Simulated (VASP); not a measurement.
Here is the system:

```
SnTe
1.0
    0.00000     3.16000     3.16000
    3.16000     0.00000     3.16000
    3.16000     3.16000     0.00000
Sn Te
1 1
Cartesian
  0.00000   0.00000   0.00000
  3.16000   3.16000   3.16000
```

These are r2SCAN meta-GGA, VASP's PBE PAW potentials (set 64) (plane waves; VASP 6.6.1) values and carry that method's errors. Run with 520 eV cut-off, 7×7×7 Γ-centred mesh, Gaussian smearing of 0.050 eV, potentials Sn_d Te.

Energy and stress use the plane-wave basis of the starting cell.

### Question
The ions, cell shape and volume are relaxed. What does this cell relax into?

### Answer

```
SnTe
1.0
    0.00000     3.18461     3.18461
    3.18461     0.00000     3.18461
    3.18461     3.18461     0.00000
Sn Te
1 1
Direct
  0.00000   0.00000   0.00000
  0.50000   0.50000   0.50000
```
Space group Fm-3m (225), at a tolerance of 0.03 Å.

### Question
How do energy and volume change from the first to the last step?

### Answer
The energy (σ→0) changes by -2.4 meV/atom and the volume by +2.4 %, in 3 ionic steps.

The compound is SnTe in the rock salt structure, which distorts at low temperature. This run relaxes it. Symmetry was kept, so distortions that lower it aren't found.
